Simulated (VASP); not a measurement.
A run of VASP 6.6.1:

POSCAR

```
NbAu2
1.0
    4.6764686932      0.0000000000      0.0000000000
   -2.3382343466      4.0499406883      0.0000000000
    0.0000000000      0.0000000000      2.7430983100
Nb Au
1 2
Direct
    0.0000000000      0.0000000000      0.0000000000
    0.6666666667      0.3333333333      0.5000000000
    0.3333333333      0.6666666667      0.5000000000
```

The input INCAR.step1:

```
SYSTEM = NbAu2
ALGO = Normal ; EDIFF = 1E-4
ENCUT = 520 ; GGA = PE
ISMEAR = -1 ; LASPH = .True.
LCHARG = .False. ; LREAL = .False.
LWAVE = .True. ; NBANDS = 24
NELM = 100 ; PREC = Accurate
SIGMA = 0.05
```

File INCAR.step2:

```
SYSTEM = NbAu2
ALGO = Normal ; EDIFF = 1E-6
ENCUT = 520 ; ISIF = 2
ISMEAR = -1 ; ISTART = 1
LASPH = .True. ; LCHARG = .False.
LMIXTAU = .True. ; LREAL = .False.
LWAVE = .False. ; METAGGA = R2SCAN
NBANDS = 24 ; NELM = 100
PREC = Accurate ; SIGMA = 0.05
```

The input KPOINTS:

```
k-points
0
Gamma
  8 8 12
  0 0 0
```

Potentials or basis: VASP PAW PBE potentials, release 64 (Nb_sv, Au).

The run is started by

```sh
$ cat potpaw_PBE.64/Nb_sv/POTCAR potpaw_PBE.64/Au/POTCAR > POTCAR
$ cp INCAR.step1 INCAR
$ mpirun -np 1 vasp_std > vasp.out
$ cp INCAR.step2 INCAR
$ mpirun -np 1 vasp_std > vasp.out
```

Hardware: 1 thread of Intel(R) Xeon(R) Platinum 8259CL CPU @ 2.50GHz (Skylake/Cascade Lake), with other jobs on the host.

Task: How long does it take, and how much memory?

Result: Run time: 3.6 min on 1 thread of Intel(R) Xeon(R) Platinum 8259CL CPU @ 2.50GHz (Skylake/Cascade Lake), with other jobs on the host, peak memory 0.22 GiB. Counts: scf iterations 13, k points 70.
